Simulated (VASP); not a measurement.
Calculation: PBEsol GGA, VASP's PBE PAW potentials (set 64) (plane waves; VASP).

VASP ran on this input.

**INCAR**
```
SIGMA  =  0.05
ENCUT  =  400
GGA  =  PS   ! PBEsol
SYSTEM  =  AgCl
EDIFFG  =  -0.01   ! ionic stop
LMAXMIX  =  4   ! l cut-off of mixed one-centre charges
ISMEAR  =  0   ! Gaussian
LWAVE  =  .FALSE.
ISIF  =  3
LASPH  =  .TRUE.   ! aspherical one-centre terms
NELM  =  100
LREAL  =  .FALSE.   ! projection in real space or not
NSW  =  60   ! most ionic steps
IBRION  =  2   ! conjugate gradients
EDIFF  =  1E-6   ! SCF stop (eV)
LCHARG  =  .FALSE.
PREC  =  Accurate
ALGO  =  Normal   ! blocked Davidson
```

POSCAR:
```
AgCl
1
    0.0000000000     2.6676000000     2.6676000000
    2.6676000000     0.0000000000     2.6676000000
    2.6676000000     2.6676000000     0.0000000000
Ag Cl
1 1
Direct
  0.0000000000   0.0000000000   0.0000000000
  0.5000000000   0.5000000000   0.5000000000
```

File KPOINTS:
```
Automatic mesh
0
Gamma
8 8 8
0 0 0
```

POTCAR, in this order: Ag Cl (PBE.64 set). Program: vasp_std.

The resulting files:

**OUTCAR**
```
 ion  position               nearest neighbor table
   1  0.000  0.000  0.000-   2 2.67   2 2.67   2 2.67   2 2.67   2 2.67   2 2.67
   2  0.500  0.500  0.500-   1 2.67   1 2.67   1 2.67   1 2.67   1 2.67   1 2.67
  LATTYP: Found a face centered cubic cell.
 ALAT       =     5.3352000000
 Subroutine PRICEL returns:
 Original cell was already a primitive cell.
 Subroutine GETGRP returns: Found 48 space group operations
The static configuration has the point symmetry O_h .
The dynamic configuration has the point symmetry O_h .
 Subroutine INISYM returns: Found 48 space group operations
 Subroutine IBZKPT returns following result:
 Found     29 irreducible k-points:

 Following reciprocal coordinates:
            Coordinates               Weight
  0.000000  0.000000  0.000000      1.000000
  0.125000  0.000000  0.000000      8.000000
  0.250000  0.000000  0.000000      8.000000
  0.375000  0.000000  0.000000      8.000000
  0.500000  0.000000  0.000000      4.000000
  0.125000  0.125000  0.000000      6.000000
  0.250000  0.125000  0.000000     24.000000
  0.375000  0.125000  0.000000     24.000000
  0.500000  0.125000  0.000000     24.000000
 -0.375000  0.125000  0.000000     24.000000
 -0.250000  0.125000  0.000000     24.000000
 -0.125000  0.125000  0.000000     12.000000
  0.250000  0.250000  0.000000      6.000000
  0.375000  0.250000  0.000000     24.000000
  0.500000  0.250000  0.000000     24.000000
 -0.375000  0.250000  0.000000     24.000000
 -0.250000  0.250000  0.000000     12.000000
  0.375000  0.375000  0.000000      6.000000
  0.500000  0.375000  0.000000     24.000000
 -0.375000  0.375000  0.000000     12.000000
  0.500000  0.500000  0.000000      3.000000
  0.375000  0.250000  0.125000     24.000000
  0.500000  0.250000  0.125000     48.000000
 -0.375000  0.250000  0.125000     24.000000
...
```

File OSZICAR:
```
       N       E                     dE             d eps       ncg     rms          rms(c)
DAV:   1     0.799724195871E+02    0.79972E+02   -0.77126E+03   810   0.101E+03
DAV:   2    -0.327704193153E+01   -0.83249E+02   -0.78160E+02   884   0.226E+02
DAV:   3    -0.616934651668E+01   -0.28923E+01   -0.28856E+01   869   0.453E+01
DAV:   4    -0.619047375387E+01   -0.21127E-01   -0.21125E-01   869   0.437E+00
DAV:   5    -0.619075250547E+01   -0.27875E-03   -0.27875E-03   884   0.485E-01    0.926E+00
DAV:   6    -0.603699519035E+01    0.15376E+00   -0.37947E-01   814   0.890E+00    0.597E+00
DAV:   7    -0.603382936330E+01    0.31658E-02   -0.76313E-02   764   0.223E+00    0.228E+00
DAV:   8    -0.603239443416E+01    0.14349E-02   -0.38805E-03   834   0.796E-01    0.329E-01
DAV:   9    -0.603235172483E+01    0.42709E-04   -0.59488E-04   844   0.316E-01    0.399E-02
DAV:  10    -0.603236446825E+01   -0.12743E-04   -0.17857E-05   829   0.473E-02    0.184E-02
DAV:  11    -0.603237121598E+01   -0.67477E-05   -0.59146E-06   769   0.263E-02    0.625E-03
DAV:  12    -0.603237108563E+01    0.13035E-06   -0.30932E-07   417   0.811E-03
   1 F= -.60323711E+01 E0= -.60323711E+01  d E =-.603237E+01
       N       E                     dE             d eps       ncg     rms          rms(c)
DAV:   1    -0.682328228316E+01   -0.79091E+00   -0.14441E+01   754   0.424E+01    0.612E+00
DAV:   2    -0.611619810538E+01    0.70708E+00   -0.17843E+00   754   0.178E+01    0.227E+00
DAV:   3    -0.606144609935E+01    0.54752E-01   -0.17461E-01   769   0.396E+00    0.164E+00
DAV:   4    -0.605757399311E+01    0.38721E-02   -0.75820E-03   809   0.983E-01    0.452E-01
DAV:   5    -0.605718910460E+01    0.38489E-03   -0.28941E-03   869   0.807E-01    0.781E-02
DAV:   6    -0.605711330371E+01    0.75801E-04   -0.41152E-04   759   0.235E-01    0.284E-02
DAV:   7    -0.605711051605E+01    0.27877E-05   -0.21664E-05   849   0.778E-02    0.753E-03
DAV:   8    -0.605710999708E+01    0.51897E-06   -0.29314E-06   754   0.252E-02
   2 F= -.60571100E+01 E0= -.60571100E+01  d E =-.247389E-01
       N       E                     dE             d eps       ncg     rms          rms(c)
DAV:   1    -0.607607340601E+01   -0.18963E-01   -0.33313E-01   754   0.637E+00    0.911E-01
DAV:   2    -0.605897121688E+01    0.17102E-01   -0.49184E-02   754   0.269E+00    0.291E-01
DAV:   3    -0.605788822617E+01    0.10830E-02   -0.32796E-03   764   0.459E-01    0.196E-01
DAV:   4    -0.605782052275E+01    0.67703E-04   -0.12742E-04   814   0.992E-02    0.720E-02
DAV:   5    -0.605782034666E+01    0.17609E-06   -0.23430E-05   859   0.782E-02    0.112E-02
DAV:   6    -0.605782068130E+01   -0.33464E-06   -0.86686E-06   769   0.379E-02
   3 F= -.60578207E+01 E0= -.60578207E+01  d E =-.254496E-01
```

OUTCAR:
```
------------------------ aborting loop because EDIFF is reached ----------------------------------------
  FORCE on cell =-STRESS in cart. coord.  units (eV):
  Direction    XX          YY          ZZ          XY          YZ          ZX
  --------------------------------------------------------------------------------------
  Total       -0.0076975     -0.0076975     -0.0076975      0.0000000      0.0000000      0.0000000
  in kB       -0.3070306     -0.3070306     -0.3070306      0.0000000      0.0000000      0.0000000
  external PRESSURE =      -0.3070306 kB  Pullay stress =       0.0000000 kB
  volume of cell :       40.17
      direct lattice vectors                 reciprocal lattice vectors
     0.000000000  2.718208128  2.718208128    -0.183944708  0.183944708  0.183944708
     2.718208128  0.000000000  2.718208128     0.183944708 -0.183944708  0.183944708
     2.718208128  2.718208128  0.000000000     0.183944708  0.183944708 -0.183944708
  FREE ENERGIE OF THE ION-ELECTRON SYSTEM (eV)
  ---------------------------------------------------
  free  energy   TOTEN  =        -6.0578206813 eV

  energy  without entropy=       -6.0578206813  energy(sigma->0) =       -6.05782068

 reached required accuracy - stopping structural energy minimisation
```
(Selected blocks of OUTCAR.)

**CONTCAR**
```
AgCl
   1.00000000000000
     0.0000000000000000    2.7182081277484866    2.7182081277484866
     2.7182081277484866    0.0000000000000000    2.7182081277484866
     2.7182081277484866    2.7182081277484866    0.0000000000000000
  Ag              Cl
     1     1
Direct
     0.0000000000000000    0.0000000000000000    0.0000000000000000
     0.5000000000000000    0.5000000000000000    0.5000000000000000
```

OUTCAR:
```
 val. band max:        4.5017752686   @ k =   0.5000   0.0000   0.0000

 cond. band min:       5.2217199047   @ k =   0.0000   0.0000   0.0000


 Fermi energy:         4.7516972592

 k-point     1 :       0.0000    0.0000    0.0000
  band No.  band energies     occupation
      1     -11.0630      2.00000
      2       1.7637      2.00000
      3       1.7637      2.00000
      4       1.7637      2.00000
      5       1.8069      2.00000
      6       1.8069      2.00000
      7       1.9153      2.00000
      8       1.9153      2.00000
      9       1.9153      2.00000
     10       5.2217      0.00000
     11      15.2239      0.00000
     12      15.2239      0.00000
     13      15.2239      0.00000

 k-point     2 :       0.1250    0.0000    0.0000
  band No.  band energies     occupation
      1     -10.9907      2.00000
      2       0.9817      2.00000
      3       1.0576      2.00000
      4       1.0576      2.00000
      5       1.8278      2.00000
      6       1.8278      2.00000
      7       2.0917      2.00000
      8       2.7453      2.00000
      9       2.7453      2.00000
     10       5.9907      0.00000
     11      13.7861      0.00000
     12      14.9056      0.00000
     13      14.9056      0.00000

 k-point     3 :       0.2500    0.0000    0.0000
  band No.  band energies     occupation
      1     -10.8074      2.00000
      2      -0.1571      2.00000
      3       0.4305      2.00000
      4       0.4305      2.00000
      5       1.9771      2.00000
      6       1.9771      2.00000
      7       2.2617      2.00000
      8       3.5937      2.00000
      9       3.5937      2.00000
     10       7.3523      0.00000
     11      12.1475      0.00000
     12      13.5527      0.00000
     13      13.5527      0.00000

 k-point     4 :       0.3750    0.0000    0.0000
  band No.  band energies     occupation
      1     -10.6099      2.00000
      2      -1.0198      2.00000
      3       0.0322      2.00000
...
```

Energy and stress use the plane-wave basis of the starting cell.

The structure was generated: AgCl was put into the rock salt type (Fm-3m), which need not be its known phase. This run relaxes it. Symmetry was kept, so distortions that lower it aren't found.
